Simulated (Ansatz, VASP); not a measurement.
**Two plane-wave programs on B3Ir**

```
CELL_PARAMETERS angstrom
4.29352 0.00000 0.00000
-2.14676 3.71830 0.00000
0.00000 0.00000 4.97868
ATOMIC_POSITIONS crystal
B 0.79860 0.59719 0.25000
B 0.20140 0.79860 0.75000
B 0.40281 0.20140 0.25000
B 0.20140 0.40281 0.75000
B 0.79860 0.20140 0.25000
B 0.59719 0.79860 0.75000
Ir 0.33333 0.66667 0.25000
Ir 0.66667 0.33333 0.75000
```

Alike in both runs: functional PBE; k mesh 6 × 6 × 6; occupations gaussian, width 0.1 eV; no spin polarisation.

Ansatz relaxed the structure, and its values are those at the end. VASP's run is a single point on that final structure, the one shown.

|  | VASP | Ansatz |
| --- | --- | --- |
| version | VASP 6.6.1 | Ansatz 0.2.0 |
| potentials or method | VASP PAW PBE potentials, release 64 (B, Ir) | scalar-relativistic, plane waves, PAW |
| plane-wave cutoff (eV) | 520 | 420 |
| valence electrons in the cell | 36 | 52 |

|  | VASP | Ansatz | Ansatz less VASP |
| --- | --- | --- | --- |
| gap on the k mesh at the Fermi level (eV) | none | none | - |
| pressure (GPa) | 0.6 | 0.1 | -0.52 |
| rms of the force components (eV/Å) | 0.007 | 0.000 | -0.0066 |

A gap of «none» marks a metal or a gap that the smearing closes. The two sets of potentials don't hold the same shells in valence.

Spin-orbit coupling is left out, which matters for the levels of Ir.
